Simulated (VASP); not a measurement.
Cl2, in a box:

```xyz
2
Lattice="12.0000 0.0000 0.0000 0.0000 12.5000 0.0000 0.0000 0.0000 13.0000" Properties=species:S:1:pos:R:3 pbc="T T T"
Cl    5.4000    5.8750    5.5032
Cl    5.4000    5.8750    7.4968
```

Base run:

- Program: VASP 6.6.1
- Functional: PBE0
- Potentials or basis: VASP PAW PBE potentials, release 64 (Cl)
- Cutoff: 450 eV
- k mesh: 1 × 1 × 1
- Occupations: gaussian, width 0.01 eV
- Spin: no spin polarisation

Its results: gap between the frontier levels 5.55 eV; largest force 0.570 eV/Å.

Task: After a change of settings the same cell gave: gap between the frontier levels 4.79 eV; largest force 0.559 eV/Å. Which change was it?
A. functional from PBE0 to PBEsol
B. functional from PBE0 to r2SCAN
C. functional from PBE0 to LDA; potentials or basis from VASP PAW PBE potentials, release 64 (Cl) to VASP PAW LDA potentials, release 64 (Cl)
D. functional from PBE0 to HSE06

Result: D.

Caveats: the PAW data sets were made with another functional, which shifts forces and pressure a little.

Runs at the PBE level aren't shown here.
